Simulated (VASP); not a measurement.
# BeCd3S4 (ordered alloy cell): computed properties

These are PBEsol GGA, VASP's PBE PAW potentials (set 64) (plane waves; VASP) values and carry that method's errors.

```yaml
space_group: P-43m (215)
cell: a = 5.5671 Å, b = 5.5671 Å, c = 5.5671 Å, α = 90.00°, β = 90.00°, γ = 90.00°
volume_per_atom: 21.57 Å³/atom
band gap (over mesh and band path): 1.69 eV
smallest direct gap (over mesh and band path): 1.72 eV
band_edge_character: indirect, M to Γ
density: 4.57 g/cm³
```

```
CELL_PARAMETERS angstrom
      5.56707     0.00000     0.00000
      0.00000     5.56707     0.00000
      0.00000     0.00000     5.56707
ATOMIC_POSITIONS crystal
  Cd 0.00000 0.00000 0.00000
  Cd 0.50000 0.50000 0.00000
  Cd 0.50000 0.00000 0.50000
  S  0.22152 0.27848 0.27848
  S  0.77848 0.72152 0.27848
  S  0.77848 0.27848 0.72152
  S  0.22152 0.72152 0.72152
  Be 0.00000 0.50000 0.50000
```

The structure was generated: BeCd3S4 was put into an ordered model structure (P-43m), which need not be its known phase. It was relaxed first. Symmetry was kept, so distortions that lower it aren't found.
